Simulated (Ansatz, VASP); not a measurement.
**Two plane-wave programs on AlHg**

```
Al Hg
1.0
     0.00000    3.06853    3.06853
     3.06853    0.00000    3.06853
     3.06853    3.06853    0.00000
Al Hg
1 1
Direct
  0.00000 0.00000 0.00000
  0.75000 0.75000 0.75000
```

The cell was built by a generator and needn't be a form met in nature.

Alike in both runs: task relaxation of cell and atoms; functional RPBE; k mesh 8 × 8 × 8; occupations fermi-dirac, width 0.05 eV; no spin polarisation.

|  | VASP | Ansatz |
| --- | --- | --- |
| version | VASP 6.6.1 | Ansatz 0.2.0 |
| potentials or method | VASP PAW PBE potentials, release 64 (Al, Hg) | Ansatz PAW |
| plane-wave cutoff (eV) | 600 | 420 |
| valence electrons in the cell | 15 | 23 |

|  | VASP | Ansatz | Ansatz less VASP |
| --- | --- | --- | --- |
| gap on the k mesh at the Fermi level, each at its own relaxed structure (eV) | none | none | - |
| relaxed volume (Å³/atom) | 30.26 | 30.18 | -0.079 |
| relaxed cell length with the largest relative difference (Å) | 4.407 | 4.403 | -0.0038 |
| energy change over the relaxation (meV/atom) | -6 | -5 | +0.2 |

A gap of «none» marks a metal or a gap that the smearing closes. The two sets of potentials don't hold the same shells in valence.

Caveats: the PAW data sets were made with another functional, which shifts forces and pressure a little (VASP); the plane-wave basis is chosen anew once the cell has moved, so the energies of steps on either side of that aren't comparable (Ansatz); the PAW data sets come from PBE, with cores solved anew for the run's functional, which leaves a small shift of forces and pressure (Ansatz). Spin-orbit coupling is left out, which matters for the levels of Hg.
